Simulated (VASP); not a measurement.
VASP ran on this input.

INCAR:
```
ALGO=Normal
EDIFF=1E-6
ENCUT=400
GGA=PE
ISIF=2
ISMEAR=0
LASPH=T
LCHARG=F
LREAL=F
LWAVE=F
NELM=100
PREC=Accurate
SIGMA=0.05
SYSTEM=CaO
```

### KPOINTS
```
Automatic mesh
0
Gamma
7 7 3
0 0 0
```

File POSCAR:
```
CaO
1.0
  3.6182330000   0.0000000000   0.0000000000
 -1.8091170000   3.1334810000   0.0000000000
  0.0000000000   0.0000000000   8.2892020000
Ca O
3 3
Cartesian
  2.6044041134   0.0000000000   5.5261374297
 -1.3022024166   2.2554796238   2.7630645703
  0.5069143032   0.8780013762   0.0000000000
  1.7689541137   0.0000000000   1.3815364297
 -0.8844773013   1.5319588609   6.9076655703
  0.9246391876   1.6015221391   4.1446010000
```

POTCAR, in this order: Ca_sv O (PBE.64 set). Program: vasp_std.

Write an equivalent input for Ansatz.

One equivalent input (not run):
Ansatz 0.2 input:
```yaml
crystal:
  lattice:
    - [3.6182330, 0.0000000, 0.0000000]
    - [-1.8091170, 3.1334810, 0.0000000]
    - [0.0000000, 0.0000000, 8.2892020]
  atoms:
    - { symbol: Ca, position: [0.7198000, 0.0000000, 0.6666670] }
    - { symbol: Ca, position: [0.0000000, 0.7198000, 0.3333330] }
    - { symbol: Ca, position: [0.2802000, 0.2802000, 0.0000000] }
    - { symbol: O, position: [0.4889000, 0.0000000, 0.1666670] }
    - { symbol: O, position: [0.0000000, 0.4889000, 0.8333330] }
    - { symbol: O, position: [0.5111000, 0.5111000, 0.5000000] }
kpoints:
  mp_grid: { grid: [7, 7, 3] }
hamiltonian:
  xc: pbe
  pseudopotentials: { kind: paw }
scf:
  occupations: { method: gaussian, width: 0.05 }
  max_iter: 100
output: { forces: true, stress: true, eigenvalues: true }
```
Limits of the translation: each code has its own PAW files, so the cut-off isn't converted (ENCUT is set for VASP's; basis.ecutwfc is left out, and Ansatz then takes the one that its files recommend); Ansatz stops its SCF on the density residual and VASP on the energy change (EDIFF).

The structure was generated: CaO was put into an ordered model structure, which need not be its known phase. The cell was not relaxed at this level.
